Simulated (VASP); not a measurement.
Calculation: PBE GGA, VASP's PBE PAW potentials (set 64) (plane waves; VASP).

Input for VASP

### KPOINTS
```
Automatic mesh
0
Gamma
6 6 3
0 0 0
```

**INCAR**
```
! general
SYSTEM   =  TiTe2
PREC     =  Accurate
ENCUT    =  300
LREAL    =  .FALSE.   ! projection in real space or not
LASPH    =  .TRUE.

! electronic loop
EDIFF    =  1E-6
NELM     =  100   ! most electronic steps
ALGO     =  Normal   ! blocked Davidson
LMAXMIX  =  4   ! l cut-off of mixed one-centre charges

! smearing
ISMEAR   =  0
SIGMA    =  0.136   ! width (eV)

! functional
GGA      =  PE

! ions
IBRION   =  2   ! conjugate gradients
NSW      =  50   ! most ionic steps
ISIF     =  3
EDIFFG   =  -0.01   ! ionic stop

! output
LWAVE    =  .FALSE.
LCHARG   =  .FALSE.
```

File POSCAR:
```
TiTe2
1
    3.8242100000     0.0000000000     0.0000000000
   -1.9121050000     3.3118630000     0.0000000000
    0.0000000000     0.0000000000     6.7182500000
Ti Te
1 2
Direct
 -0.0040930000   0.0008600000  -0.0001710000
  0.6687830000   0.3307950000   0.7499830000
  0.3353100000   0.6683450000   0.2501880000
```

POTCAR, in this order: Ti_sv Te (PBE.64 set). Program: vasp_std.

Q: What will the output report for the number of irreducible k-points (NKPTS), largest plane-wave count, number of space-group operations, FFT grid (NGX, NGY, NGZ)?

A: 
* **number of irreducible k-points (NKPTS)**: 56
* **largest plane-wave count**: 1027
* **number of space-group operations**: 1
* **FFT grid (NGX, NGY, NGZ)**: 24 × 24 × 40

The structure comes from a computed database's TiTe2 entry; how it stands against other phases isn't given here. In the starting cell atoms are displaced from their ideal sites. This run relaxes it. The k-mesh is coarse (spacing up to 0.32 per Å, 2π included), so the numbers may not be converged in it. The run is one of a series of settings (EDIFFG = -0.01, IBRION = 2, ISIF = 3, NSW = 50 against the base run), some of them coarse on purpose.
